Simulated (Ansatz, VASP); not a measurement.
Two plane-wave programs on Ba2Tl5V3O12

```xyz
22
Lattice="8.3141 0.0000 0.0000 -4.1571 7.2003 0.0000 0.0000 0.0000 7.0570" Properties=species:S:1:pos:R:3 pbc="T T T"
Ba    0.0000    0.0000    1.6621
Ba    0.0000    0.0000    5.3950
V     4.1571    0.0000    0.0000
V    -2.0785    3.6001    0.0000
V     2.0785    3.6001    0.0000
Tl    4.1571    0.0000    3.5285
Tl   -2.0785    3.6001    3.5285
Tl    2.0785    3.6001    3.5285
Tl    0.0000    4.8002    1.5871
Tl    4.1571    2.4001    5.4700
O     1.3904    2.4721    5.7475
O     1.3209    7.1683    5.7475
O    -2.7113    4.7601    5.7475
O     1.4457    2.4402    1.3095
O     5.5474    4.7281    1.3095
O     5.4780    0.0320    1.3095
O     2.7667    4.7281    1.3095
O     2.8361    0.0320    1.3095
O     6.8684    2.4402    1.3095
O     2.7113    4.7601    5.7475
O    -1.3904    2.4721    5.7475
O    -1.3210    7.1683    5.7475
```

Change from the starting cell: volume scaled by 1.06.

Alike in both runs: task single point; functional PBE; k mesh 4 × 4 × 4; occupations fermi-dirac, width 0.05 eV; collinear spin, ferromagnetic start.

|  | VASP | Ansatz |
| --- | --- | --- |
| version | VASP 6.6.1 | Ansatz 0.2.0 |
| potentials or method | VASP PAW PBE potentials, release 64 (Ba_sv, V_sv, Tl_d, O) | Ansatz PAW |
| plane-wave cutoff (eV) | 520 | 420 |
| valence electrons in the cell | 196 | 196 |

Ansatz gave:

| Property | Result |
| --- | --- |
| gap on the k mesh at the Fermi level (eV) | none |
| pressure (GPa) | -4.3 |
| largest component of the traceless stress (GPa) | 0.61 |
| rms of the force components (eV/Å) | 0.334 |
| net moment per atom (μB) | 0.00 |

Q: Which values does VASP return?

A: gap on the k mesh at the Fermi level (eV): none; pressure (GPa): -3.9; largest component of the traceless stress (GPa): 0.62; rms of the force components (eV/Å): 0.312; net moment per atom (μB): 0.00.

Atom by atom the forces differ by 0.028 eV/Å (rms over components). A gap of «none» marks a metal or a gap that the smearing closes.

Caveats: semilocal functionals often make such compounds metallic where correlation or magnetic order opens a gap, which also shifts bond lengths; the pressure holds a Pulay correction of +0.4 GPa for the finite cutoff (Ansatz); the starting moments weren't kept (Ansatz). Spin-orbit coupling is left out, which matters for the levels of Ba, Tl.
